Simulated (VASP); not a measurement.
Calculation: PBEsol GGA with spin-orbit coupling, VASP's PBE PAW potentials (set 64) (plane waves; VASP).

The input files of a VASP run:

### INCAR
```
PREC = Accurate
GGA_COMPAT = .FALSE.
LWAVE = .FALSE.
MAGMOM = 9*0
GGA = PS   ! PBEsol
LCHARG = .FALSE.
NELM = 100   ! most electronic steps
LASPH = .TRUE.
LMAXMIX = 4   ! l cut-off of mixed one-centre charges
ENCUT = 400   ! plane-wave cut-off (eV)
EDIFF = 1E-6   ! SCF stop (eV)
ALGO = Normal   ! blocked Davidson
LREAL = .FALSE.   ! projection in real space or not
LSORBIT = .TRUE.
SYSTEM = NiSi2
ISMEAR = 0
SIGMA = 0.05   ! width (eV)
```

File KPOINTS_OPT:
```
k-points along high-symmetry lines
8
Line-mode
Reciprocal
  0.000000   0.000000   0.000000 ! GAMMA
  0.500000   0.000000   0.500000 ! X

  0.500000   0.000000   0.500000 ! X
  0.625000   0.250000   0.625000 ! U

  0.375000   0.375000   0.750000 ! K
  0.000000   0.000000   0.000000 ! GAMMA

  0.000000   0.000000   0.000000 ! GAMMA
  0.500000   0.500000   0.500000 ! L

  0.500000   0.500000   0.500000 ! L
  0.500000   0.250000   0.750000 ! W

  0.500000   0.250000   0.750000 ! W
  0.500000   0.000000   0.500000 ! X
```

**POSCAR**
```
NiSi2
1
   -0.0000000000     2.6985092709     2.6985092709
    2.6985092709     0.0000000000     2.6985092709
    2.6985092709     2.6985092709    -0.0000000000
Si Ni
2 1
Direct
  0.2500000000   0.2500000000   0.2500000000
  0.7500000000   0.7500000000   0.7500000000
  0.0000000000   0.0000000000   0.0000000000
```

KPOINTS:
```
Automatic mesh
0
Gamma
9 9 9
0 0 0
```

POTCAR, in this order: Si Ni (PBE.64 set). Program: vasp_ncl.

Problem. Estimate the energy per atom (σ→0), band gap (over mesh and band path).

Solution. 
```
Item                                                                  Result
----------------------------------  ----------------------------------------
energy per atom (σ→0)                                         -6.330 eV/atom
band gap (over mesh and band path)  none (metal, semimetal or under 0.01 eV)
```

**OSZICAR**
```
...
DAV:  11    -0.189902935258E+02    0.28870E-03   -0.10525E-03  2196   0.257E-01    0.126E-01
DAV:  12    -0.189903110222E+02   -0.17496E-04   -0.93530E-05  2580   0.191E-01    0.382E-02
DAV:  13    -0.189903223134E+02   -0.11291E-04   -0.14424E-05  1996   0.311E-02    0.223E-02
DAV:  14    -0.189903182168E+02    0.40966E-05   -0.11598E-05  2614   0.892E-02    0.612E-03
DAV:  15    -0.189903183529E+02   -0.13619E-06   -0.21344E-06  1820   0.111E-02
   1 F= -.18990318E+02 E0= -.18989912E+02  d E =-.813103E-03  mag=     0.0000     0.0000     0.0000
       N       E                     dE             ncg
       N       E                     dE             ncg
```

The compound is NiSi2 in the fluorite structure. It was relaxed first.
